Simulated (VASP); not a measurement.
# Lattice of BeSnBi2 across functionals and dispersion corrections, part 3 of 3

How much does the cell of BeSnBi2 depend on the functional? The cell is invented: it takes the structure of a Materials Project entry for SnSb (space group 12 there), with some of its atoms replaced by other elements, volume scaled by an estimate. It may not be a known or stable phase.

VASP 6.6.1, plane waves and PAW; the level of theory is named at each step.

So far. Step 2 (Relaxation with PBE): It ends with forces that vanish by symmetry and a pressure of -0.03 GPa. Step 3 (Relaxation with LDA): It ends at 25.75 Å³/atom, +15.8 % from the start, with -0.01 GPa left.

**6. Relaxation with PBE + D3(BJ) (continued)**

Level of this step: PBE with D3(BJ); plane waves and PAW (Bi_d, Sn_d, Be); invented cell (VASP).

From OUTCAR (step 6):

```text
 Edisp (eV)   -1.57471

 Edisp (eV)   -1.57437

  Total      -0.00874    -0.00855    -0.01856     0.00000     0.00000    -0.01667
  in kB      -0.13273    -0.12979    -0.28178     0.00000     0.00000    -0.25301
  external pressure =       -0.18 kB  Pullay stress =        0.00 kB

 POSITION                                       TOTAL-FORCE (eV/Angst)
 -----------------------------------------------------------------------------------
      1.63722      2.72180      2.95212        -0.000000      0.000000      0.000000
     -0.00812      0.00000      2.94569         0.000000      0.000000      0.000000
      1.64533      2.72180      0.00643         0.000000      0.000000      0.000000
      0.00000      0.00000      0.00000        -0.000000      0.000000      0.000000
 -----------------------------------------------------------------------------------
    total drift:                                0.000000     -0.000000     -0.000000

  FREE ENERGIE OF THE ION-ELECTRON SYSTEM (eV)
  ---------------------------------------------------
  free  energy   TOTEN  =       -14.5782633354 eV

  energy  without entropy=      -14.5633514138  energy(sigma->0) =      -14.57080737

[... 2 parts as in an earlier step ...]

[... 2 further parts left out ...]
[key lines of the parts left out:]
E-fermi :   7.1216
```

Dispersion corrections of this kind ignore metallic screening and tend to overbind metals.

It ends at 26.38 Å³/atom, +18.6 % from the start, with -0.02 GPa left.

**7. Relaxation with r2SCAN + D3(BJ)**

This step: r2SCAN with D3(BJ); plane waves and PAW (Bi_d, Sn_d, Be); invented cell (VASP 6.6.1).

Input file INCAR:

```
SYSTEM = BeSnBi2
PREC = Accurate
ENCUT = 520
EDIFF = 1E-06
NELM = 100
ISMEAR = -1
SIGMA = 0.05
LREAL = .FALSE.
ALGO = Normal
METAGGA = R2SCAN
IVDW = 12
VDW_S6 = 1
VDW_S8 = 0.78981345
VDW_A1 = 0.49484001
VDW_A2 = 5.73083694
LASPH = .TRUE.
LORBIT = 11
LWAVE = .FALSE.
LCHARG = .FALSE.
KPAR = 2
IBRION = 2
NSW = 60
ISIF = 3
EDIFFG = -0.01
```

Input file POSCAR:

```
BeSnBi2
1.0
    3.1589480000      0.0000000000      0.0000000000
    0.0000000000      4.9304670000      0.0000000000
   -0.0365280000      0.0000000000      5.7122290000
Bi Sn Be
2 1 1
Direct
    0.5000000000      0.5000000000      0.5000000000
    0.0000000000      0.0000000000      0.5000000000
    0.5000000000      0.5000000000      0.0000000000
    0.0000000000      0.0000000000      0.0000000000
```

Input file KPOINTS:

```
Automatic mesh
0
Gamma
7 5 4
0 0 0
```

Potentials, in the order of the species: Bi_d, Sn_d and Be (PBE family, release 64).

Started as:

```sh
mpirun -np 2 vasp_std
```

Log:

```text
[... set-up lines as in an earlier step ...]
 entering main loop
       N       E                     dE             d eps       ncg     rms          rms(c)
[... 12 cycles as in an earlier step ...]
   1 F= -.14341780E+03 E0= -.14340806E+03  d E =-.143418E+03
[...]
2 F= -.14403605E+03 E0= -.14402573E+03  d E =-.618249E+00
[...]
3 F= -.14425355E+03 E0= -.14424641E+03  d E =-.835748E+00
[...]
hard stop encountered!  aborting job ...
[...]
soft stop encountered!  aborting job ...
   4 F= -.14425363E+03 E0= -.14424652E+03  d E =-.142309E-01
 deleting file STOPCAR
```

Wall time 16 min (2 MPI ranks of AMD EPYC 7R43, shared host); peak memory 0.48 GiB.

The run was stopped at its time limit, by a STOPCAR file.

By then 3 ionic steps had been finished.

More ranks or a longer limit would be the way on, or going on from the last geometry.

**8. Relaxation with SCAN + D3**

This step: SCAN with D3; plane waves and PAW (Bi_d, Sn_d, Be); invented cell (VASP 6.6.1).

SCAN adds the kinetic-energy density; it is numerically more delicate than r2SCAN. D3 makes the C6 coefficients depend on coordination; zero damping switches the term off at short range.

INCAR: that of step 7 with these lines changed.

```diff
@@ -9,8 +9,4 @@
 ALGO = Normal
-METAGGA = R2SCAN
-IVDW = 12
-VDW_S6 = 1
-VDW_S8 = 0.78981345
-VDW_A1 = 0.49484001
-VDW_A2 = 5.73083694
+METAGGA = SCAN
+IVDW = 11
 LASPH = .TRUE.
```

POSCAR is that of step 7.

KPOINTS is that of step 7.

Started as:

```sh
mpirun -np 2 vasp_std
```

Log:

```text
[... set-up lines as in an earlier step ...]
 entering main loop
       N       E                     dE             d eps       ncg     rms          rms(c)
DAV:   1     0.318471036608E+03    0.31847E+03   -0.25430E+04  2430   0.243E+03
DAV:   2    -0.146278829370E+03   -0.46475E+03   -0.45837E+03  2430   0.575E+02
DAV:   3    -0.200075228479E+03   -0.53796E+02   -0.52409E+02  2898   0.212E+02
DAV:   4    -0.202305782369E+03   -0.22306E+01   -0.22011E+01  2774   0.453E+01
[...]
DAV:  11    -0.194075148418E+03    0.13844E-03   -0.21089E-03  2998   0.398E-01    0.778E-02
DAV:  12    -0.194075206364E+03   -0.57946E-04   -0.60704E-04  2721   0.207E-01    0.308E-02
DAV:  13    -0.194075180338E+03    0.26026E-04   -0.22240E-04  2908   0.123E-01    0.146E-02
 hard stop encountered!  aborting job ...
 [... a notice as in an earlier step ...]

 soft stop encountered!  aborting job ...
```

It took 4.5 min on 2 MPI ranks.

The run was stopped at its time limit, by a STOPCAR file.

More ranks or a longer limit would be the way on.

**9. The cells as a table**

This step: relaxed cells at several levels; plane waves and PAW; invented cell (VASP 6.6.1).

No new run; the numbers come from the runs before.

Cost is the wall time of each run times its ranks. Results by level, by row:

```csv
level,volume (Å³/atom),change from the start (%),cost (core minutes)
PBE,27.63,24.2,26.3
LDA,25.75,15.8,13.4
PBE + D3(BJ),26.38,18.6,25.7
```

**10. Summary of results**

| Quantity | Value |
| --- | --- |
| volume, PBE | 27.63 Å³/atom |
| volume, LDA | 25.75 Å³/atom |
| volume, PBE + D3(BJ) | 26.38 Å³/atom |

**Reading.** For BeSnBi2 the levels give volumes between 25.75 Å³/atom (LDA) and 27.63 Å³/atom (PBE), a spread of 7.3 %, while the cost of the finished runs spans a factor of 2.0. The costs hold the number of ionic steps as well as the price of the functional. Pairwise corrections of the D and TS kind ignore the screening in a metal, so they may overbind here. Within 0.02 Å all end in space group Pmmm; the runs can't lower the symmetry of the start. The k-sampling is coarse for a metal, so the Fermi level, pressures and the shape of the cell carry errors. Spin-orbit coupling is left out. Not obtained: PBEsol, because the run hit its time limit. Not obtained: r2SCAN, because the run hit its time limit. Not obtained: r2SCAN + D3(BJ), because the run hit its time limit. Not obtained: SCAN + D3, because the run hit its time limit. Each is a single relaxation on the plane waves of the start cell, so larger changes of volume carry a basis-set error that was not tested here. Zero-point and thermal expansion are not included. Nothing here tests the cell against competing phases.

[Lines on the potential files, build, host, timing and source positions are cut from VASP's logs without a mark.]

[Logs are printed without paths, hosts, clocks, repeated set-up lines and the standing remarks that a program may print on its own settings, such as how far it seeks lower states.]

[Hosts, paths, dates, database ids (printed as entryN), source tags and the programs' standing remarks are cut or masked in the printed files.]

[A measured line is paired with the nearest computed mode of its activity, which favours agreement.]
